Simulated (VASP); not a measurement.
Computed with PBE GGA, VASP's PBE PAW potentials (set 64) (plane waves; VASP).

Input for VASP

POSCAR:
```
Ni3Si
1
    3.5100000000     0.0000000000     0.0000000000
    0.0000000000     4.9638900000     0.0000000000
    0.0000000000     0.0000000000    24.6868000000
Si Ni
4 12
Direct
  0.0000000000   0.7857950000   0.3743300000
  0.0000000000   0.2857950000   0.4748650000
  0.0000000000   0.7857950000   0.5754050000
  0.0000000000   0.2857950000   0.6759400000
  0.5000000000   0.5357950000   0.3240600000
  0.5000000000   0.0357950000   0.3240600000
  0.0000000000   0.2857950000   0.3743300000
  0.5000000000   0.0357950000   0.4245990000
  0.5000000000   0.5357950000   0.4245990000
  0.0000000000   0.7857950000   0.4748650000
  0.5000000000   0.5357950000   0.5251350000
  0.5000000000   0.0357950000   0.5251350000
  0.0000000000   0.2857950000   0.5754050000
  0.5000000000   0.0357950000   0.6256700000
  0.5000000000   0.5357950000   0.6256700000
  0.0000000000   0.7857950000   0.6759400000
```

File KPOINTS:
```
Automatic
0
Gamma
8 6 1
```

**INCAR**
```
SYSTEM  =  Ni3Si
LREAL  =  Auto   # projection in real space or not
ALGO  =  Normal
ISIF  =  2   # forces and stress, cell fixed
LCHARG  =  .False.
EDIFF  =  1E-6   # SCF stop (eV)
LMAXMIX  =  4   # l cut-off of mixed one-centre charges
ENCUT  =  300   # plane-wave cut-off (eV)
ISMEAR  =  1   # Methfessel-Paxton
PREC  =  Accurate
SIGMA  =  0.002
NELM  =  100   # most electronic steps
LASPH  =  .True.   # aspherical one-centre terms
LWAVE  =  .False.
GGA  =  PE
```

POTCAR, in this order: Si Ni (PBE.64 set). Program: vasp_std.

Output of the run:

**OUTCAR**
```
 ion  position               nearest neighbor table
   1  0.000  0.786  0.374-  10 2.48   7 2.48   7 2.48   8 2.48   9 2.48   8 2.48   9 2.48   5 2.48
                             6 2.48   6 2.48   5 2.48
   2  0.000  0.286  0.475-   7 2.48   8 2.48   9 2.48   8 2.48   9 2.48  10 2.48  10 2.48  12 2.48
                            11 2.48  11 2.48  12 2.48  13 2.48
   3  0.000  0.786  0.575-  16 2.48  15 2.48  14 2.48  14 2.48  15 2.48  13 2.48  13 2.48  11 2.48
                            12 2.48  12 2.48  11 2.48  10 2.48
   4  0.000  0.286  0.676-  13 2.48  16 2.48  16 2.48  14 2.48  15 2.48  14 2.48  15 2.48
   5  0.500  0.536  0.324-   6 2.48   6 2.48   7 2.48   1 2.48   1 2.48   7 2.48   9 2.48
   6  0.500  0.036  0.324-   5 2.48   5 2.48   7 2.48   1 2.48   1 2.48   7 2.48   8 2.48
   7  0.000  0.286  0.374-   2 2.48   1 2.48   1 2.48   9 2.48   8 2.48   8 2.48   9 2.48   5 2.48
                             6 2.48   6 2.48   5 2.48
   8  0.500  0.036  0.425-   2 2.48  10 2.48   2 2.48  10 2.48  12 2.48   9 2.48   9 2.48   1 2.48
                             1 2.48   7 2.48   7 2.48   6 2.48
   9  0.500  0.536  0.425-   2 2.48  10 2.48   2 2.48  10 2.48  11 2.48   8 2.48   8 2.48   1 2.48
                             1 2.48   7 2.48   7 2.48   5 2.48
  10  0.000  0.786  0.475-   1 2.48   8 2.48   9 2.48   8 2.48   9 2.48   2 2.48   2 2.48  12 2.48
                            11 2.48  11 2.48  12 2.48   3 2.48
  11  0.500  0.536  0.525-  15 2.48   9 2.48  12 2.48  12 2.48  10 2.48   2 2.48   2 2.48  10 2.48
                             3 2.48   3 2.48  13 2.48  13 2.48
  12  0.500  0.036  0.525-  14 2.48   8 2.48  11 2.48  11 2.48  10 2.48   2 2.48   2 2.48  10 2.48
                             3 2.48   3 2.48  13 2.48  13 2.48
  13  0.000  0.286  0.575-   4 2.48  14 2.48  15 2.48  14 2.48  15 2.48   3 2.48   3 2.48  11 2.48
                            12 2.48  12 2.48  11 2.48   2 2.48
  14  0.500  0.036  0.626-  12 2.48   3 2.48  13 2.48   3 2.48  13 2.48  15 2.48  15 2.48  16 2.48
                             4 2.48   4 2.48  16 2.48
  15  0.500  0.536  0.626-  11 2.48   3 2.48  13 2.48   3 2.48  13 2.48  14 2.48  14 2.48  16 2.48
                             4 2.48   4 2.48  16 2.48
  16  0.000  0.786  0.676-   3 2.48   4 2.48   4 2.48  15 2.48  14 2.48  14 2.48  15 2.48
  LATTYP: Found a simple orthorhombic cell.
 ALAT       =     3.5100000000
 B/A-ratio  =     1.4142136752
 C/A-ratio  =     7.0332763533
 Subroutine PRICEL returns:
 Original cell was already a primitive cell.
 Subroutine GETGRP returns: Found  4 space group operations
The static configuration has the point symmetry C_1h.
 The point group associated with its full space group is C_2v.
The dynamic configuration has the point symmetry C_1h.
 Subroutine INISYM returns: Found  4 space group operations
...
```

OSZICAR:
```
       N       E                     dE             d eps       ncg     rms          rms(c)
DAV:   1     0.824631720045E+03    0.82463E+03   -0.44495E+04  3280   0.118E+03
DAV:   2    -0.293583156270E+02   -0.85399E+03   -0.82612E+03  3328   0.332E+02
DAV:   3    -0.100962188511E+03   -0.71604E+02   -0.68586E+02  3533   0.130E+02
DAV:   4    -0.103580163567E+03   -0.26180E+01   -0.25840E+01  3662   0.236E+01
DAV:   5    -0.103684540455E+03   -0.10438E+00   -0.10424E+00  4232   0.407E+00    0.365E+01
DAV:   6    -0.110801819417E+03   -0.71173E+01   -0.26713E+02  3839   0.154E+02    0.429E+01
DAV:   7    -0.100406346927E+03    0.10395E+02   -0.99161E+01  3853   0.144E+02    0.434E+01
DAV:   8    -0.112541695084E+03   -0.12135E+02   -0.12454E+02  4810   0.129E+02    0.585E+01
DAV:   9    -0.100676003443E+03    0.11866E+02   -0.10763E+02  4789   0.742E+01    0.320E+01
DAV:  10    -0.925718162641E+02    0.81042E+01   -0.27137E+01  5275   0.746E+01    0.212E+01
DAV:  11    -0.903327072685E+02    0.22391E+01   -0.19812E+01  5036   0.494E+01    0.105E+01
DAV:  12    -0.902435697205E+02    0.89138E-01   -0.74262E+00  4465   0.408E+01    0.105E+01
DAV:  13    -0.898321486889E+02    0.41142E+00   -0.50759E+00  4135   0.324E+01    0.628E+00
DAV:  14    -0.899890344983E+02   -0.15689E+00   -0.34232E+00  4081   0.228E+01    0.770E+00
DAV:  15    -0.896996557467E+02    0.28938E+00   -0.12590E+00  3984   0.168E+01    0.404E+00
DAV:  16    -0.897086731544E+02   -0.90174E-02   -0.30752E-01  3902   0.430E+00    0.388E+00
DAV:  17    -0.896456382422E+02    0.63035E-01   -0.34309E-01  4398   0.813E+00    0.264E+00
DAV:  18    -0.896125918480E+02    0.33046E-01   -0.24094E-01  4789   0.647E+00    0.149E+00
DAV:  19    -0.896072160249E+02    0.53758E-02   -0.52248E-02  3729   0.303E+00    0.720E-01
DAV:  20    -0.896101197716E+02   -0.29037E-02   -0.20432E-02  4285   0.243E+00    0.878E-01
DAV:  21    -0.896065678718E+02    0.35519E-02   -0.13341E-02  4255   0.215E+00    0.498E-01
DAV:  22    -0.896052216738E+02    0.13462E-02   -0.38007E-03  4476   0.555E-01    0.357E-01
DAV:  23    -0.896045256384E+02    0.69604E-03   -0.17925E-03  4766   0.495E-01    0.156E-01
DAV:  24    -0.896046083941E+02   -0.82756E-04   -0.58283E-04  4297   0.229E-01    0.243E-01
DAV:  25    -0.896045040183E+02    0.10438E-03   -0.18968E-04  3582   0.134E-01    0.165E-01
DAV:  26    -0.896047436244E+02   -0.23961E-03   -0.52719E-04  3894   0.233E-01    0.195E-01
DAV:  27    -0.896047327937E+02    0.10831E-04   -0.21949E-04  3539   0.145E-01    0.496E-02
DAV:  28    -0.896049022858E+02   -0.16949E-03   -0.74644E-05  4056   0.747E-02    0.717E-02
DAV:  29    -0.896051186345E+02   -0.21635E-03   -0.97111E-05  4245   0.110E-01    0.965E-02
DAV:  30    -0.896052060816E+02   -0.87447E-04   -0.41046E-05  4128   0.649E-02    0.879E-02
DAV:  31    -0.896052735080E+02   -0.67426E-04   -0.46869E-05  4301   0.548E-02    0.790E-02
DAV:  32    -0.896053090389E+02   -0.35531E-04   -0.11864E-05  3438   0.274E-02    0.599E-02
DAV:  33    -0.896053311217E+02   -0.22083E-04   -0.10933E-05  3329   0.214E-02    0.611E-02
DAV:  34    -0.896053538209E+02   -0.22699E-04   -0.74213E-06  2496   0.248E-02    0.108E-02
DAV:  35    -0.896053901608E+02   -0.36340E-04   -0.17648E-06  2233   0.102E-02    0.537E-03
DAV:  36    -0.896054193642E+02   -0.29203E-04   -0.15154E-06  2226   0.694E-03    0.857E-03
DAV:  37    -0.896054377328E+02   -0.18369E-04   -0.61324E-07  2075   0.455E-03    0.134E-02
DAV:  38    -0.896054469102E+02   -0.91773E-05   -0.37365E-07  2023   0.400E-03    0.925E-03
DAV:  39    -0.896054535503E+02   -0.66401E-05   -0.32431E-07  2001   0.241E-03    0.505E-03
DAV:  40    -0.896054571664E+02   -0.36162E-05   -0.13058E-07  2009   0.200E-03    0.208E-03
DAV:  41    -0.896054587126E+02   -0.15462E-05   -0.48054E-08  1850   0.995E-04    0.114E-03
DAV:  42    -0.896054592340E+02   -0.52137E-06   -0.17118E-08  1826   0.643E-04
   1 F= -.89605459E+02 E0= -.89605427E+02  d E =-.977630E-04
```

OUTCAR:
```
------------------------ aborting loop because EDIFF is reached ----------------------------------------
  FORCE on cell =-STRESS in cart. coord.  units (eV):
  Direction    XX          YY          ZZ          XY          YZ          ZX
  --------------------------------------------------------------------------------------
  Total       -6.1842140     -8.8367022     -5.2670451      0.0000000      0.0000000      0.0000000
  in kB      -23.0356797    -32.9159760    -19.6193022      0.0000000      0.0000000      0.0000000
  external PRESSURE =     -25.1903193 kB  Pullay stress =       0.0000000 kB
  volume of cell :      430.12
      direct lattice vectors                 reciprocal lattice vectors
     3.510000000  0.000000000  0.000000000     0.284900285  0.000000000  0.000000000
     0.000000000  4.963890000  0.000000000     0.000000000  0.201454907  0.000000000
     0.000000000  0.000000000 24.686800000     0.000000000  0.000000000  0.040507478
 POSITION                                       TOTAL-FORCE (eV/Angst)
 -----------------------------------------------------------------------------------
      0.00000      3.90060      9.24101         0.000000     -0.000000     -0.561108
      0.00000      1.41865     11.72290         0.000000     -0.000000     -0.133474
      0.00000      3.90060     14.20491         0.000000     -0.000000      0.106337
      0.00000      1.41865     16.68680         0.000000     -0.000000     -1.234653
      1.75500      2.65963      8.00000         0.000000      0.327429      0.689317
      1.75500      0.17768      8.00000         0.000000     -0.327429      0.689317
      0.00000      1.41865      9.24101         0.000000     -0.000000     -0.315625
      1.75500      0.17768     10.48199         0.000000      0.039389     -0.115865
      1.75500      2.65963     10.48199         0.000000     -0.039389     -0.115865
      0.00000      3.90060     11.72290         0.000000     -0.000000     -0.107389
      1.75500      2.65963     12.96390         0.000000     -0.011172      0.029242
      1.75500      0.17768     12.96390         0.000000      0.011172      0.029242
      0.00000      1.41865     14.20491         0.000000     -0.000000     -0.079241
      1.75500      0.17768     15.44579         0.000000      0.053854      0.726134
      1.75500      2.65963     15.44579         0.000000     -0.053854      0.726134
      0.00000      3.90060     16.68680         0.000000     -0.000000     -0.332503
 -----------------------------------------------------------------------------------
    total drift:                               -0.000000      0.000090     -0.000572
  FREE ENERGIE OF THE ION-ELECTRON SYSTEM (eV)
  ---------------------------------------------------
  free  energy   TOTEN  =       -89.6054592340 eV

  energy  without entropy=      -89.6053614710  energy(sigma->0) =      -89.60542665
```
(Selected blocks of OUTCAR.)

File OUTCAR:
```
 val. band max:        1.6148611259   @ k =   0.2500   0.0000   0.0000

 cond. band min:       1.6156820405   @ k =   0.0000   0.1667   0.0000


 Fermi energy:         1.6149401939

 k-point     1 :       0.0000    0.0000    0.0000
  band No.  band energies     occupation
      1      -9.9571      2.00000
      2      -9.0136      2.00000
      3      -7.7185      2.00000
      4      -6.6434      2.00000
      5      -4.2013      2.00000
      6      -4.0508      2.00000
      7      -3.5288      2.00000
      8      -3.4883      2.00000
      9      -3.0704      2.00000
     10      -2.9493      2.00000
     11      -2.7224      2.00000
     12      -2.2655      2.00000
     13      -2.2430      2.00000
     14      -2.0360      2.00000
     15      -2.0156      2.00000
     16      -1.8929      2.00000
     17      -1.8886      2.00000
     18      -1.7343      2.00000
     19      -1.6959      2.00000
     20      -1.6100      2.00000
     21      -1.4563      2.00000
     22      -1.3967      2.00000
     23      -1.3159      2.00000
     24      -1.2644      2.00000
     25      -1.2485      2.00000
     26      -1.0805      2.00000
     27      -0.8761      2.00000
     28      -0.7855      2.00000
     29      -0.7774      2.00000
     30      -0.7770      2.00000
     31      -0.4518      2.00000
     32      -0.4473      2.00000
     33      -0.2635      2.00000
     34      -0.2112      2.00000
     35      -0.1925      2.00000
     36      -0.1380      2.00000
     37       0.0101      2.00000
     38       0.0870      2.00000
     39       0.1523      2.00000
     40       0.1588      2.00000
     41       0.2250      2.00000
     42       0.2275      2.00000
     43       0.3108      2.00000
     44       0.3173      2.00000
     45       0.3330      2.00000
     46       0.3726      2.00000
     47       0.4305      2.00000
     48       0.4784      2.00000
     49       0.5991      2.00000
     50       0.6132      2.00000
     51       0.7569      2.00000
...
```

At this cut-off the stress carries a Pulay error, which pulls relaxed volumes low. The cell holds a wide vacuum, so values per volume refer to the whole cell.

The cell is a sheet with vacuum, built from a generated structure. The run is not spin-polarised, so no magnetic state was tried.
